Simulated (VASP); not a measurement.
# Sr2SO: single point with PBE

Sr2SO:

```
CELL_PARAMETERS angstrom
4.11296 0.00000 0.00000
0.00000 4.02088 0.00000
0.00000 0.00000 5.69189
ATOMIC_POSITIONS crystal
O 0.00000 0.00000 0.00000
Sr 0.00000 0.00000 0.50000
Sr 0.50000 0.50000 0.00000
S 0.50000 0.50000 0.50000
```

The cell was built by a generator and needn't be a form met in nature.

The cell isn't the ideal one: uniaxial_x strain +2.3%.

```
Program             : VASP 6.6.1
Task                : single point
Functional          : PBE
Potentials or basis : VASP PAW PBE potentials, release 64 (O, Sr_sv, S)
Cutoff              : 520 eV
k mesh              : 6 × 6 × 4
Occupations         : fermi-dirac, width 0.02 eV
Spin                : no spin polarisation
```

The pressure is -0.4 GPa. The band gap on the k mesh is 2.17 eV, direct.

Stress tensor (GPa, compression positive):
```
-1.53  0.00  0.00
 0.00  0.04  0.00
 0.00  0.00  0.35
```

Levels at points of the mesh, in eV from the valence-band top:
```csv
k point,band 14,band 15,band 16,band 17,band 18,band 19
"(0.00, 0.00, 0.00)",-0.06,-0.06,0.00,2.17,2.83,4.42
"(0.50, 0.00, 0.00)",-1.21,-0.51,-0.45,4.31,5.18,5.60
"(0.00, 0.50, 0.00)",-1.19,-0.61,-0.43,4.22,5.36,5.67
"(0.50, 0.50, 0.00)",-0.30,-0.29,-0.15,2.36,2.38,5.38
"(0.00, 0.00, 0.50)",-0.81,-0.17,-0.10,2.55,3.98,4.17
"(0.50, 0.00, 0.50)",-1.00,-0.79,-0.57,5.18,5.40,5.97
"(0.00, 0.50, 0.50)",-0.99,-0.78,-0.67,5.17,5.50,5.93
"(0.50, 0.50, 0.50)",-0.73,-0.59,-0.58,4.15,4.17,5.54
```

It took 3.2 min on 1 thread of Intel(R) Xeon(R) Platinum 8488C (Sapphire Rapids) (shared host), peak memory 0.25 GiB.

A k mesh can miss the band edges.
